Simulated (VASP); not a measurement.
## Cd$_{3}$ZnS$_{4}$ (ordered alloy cell): computed properties

These are PBEsol GGA, VASP's PBE PAW potentials (set 64) (plane waves; VASP) values and carry that method's errors.

- space group = R3m (160)
- cell = a = b = 4.029 Å, c = 39.757 Å, α = β = 90.00°, γ = 120.00°
- volume per atom = 23.29 Å³/atom
- band gap (over mesh and band path) = 1.11 eV
- smallest direct gap (over mesh and band path) = 1.11 eV
- band-edge character = direct, Γ to Γ
- density = 4.73 g/cm³

```
CELL_PARAMETERS angstrom
      0.00000     2.84918     2.84918
      2.84918     0.00000     2.84918
     11.45017    11.45017    -0.05344
ATOMIC_POSITIONS crystal
  Zn 0.99910 0.99910 0.00068
  S  0.26727 0.26727 0.04954
  S  0.25401 0.25401 0.30949
  S  0.24229 0.24229 0.56828
  S  0.23182 0.23182 0.82614
  Cd 0.01368 0.01368 0.23974
  Cd 0.00167 0.00167 0.49874
  Cd 0.99016 0.99016 0.75738
```

The structure was generated: Cd3ZnS4 was put into an ordered model structure (R3m), which need not be its known phase. It was relaxed first. Symmetry was kept, so distortions that lower it aren't found.
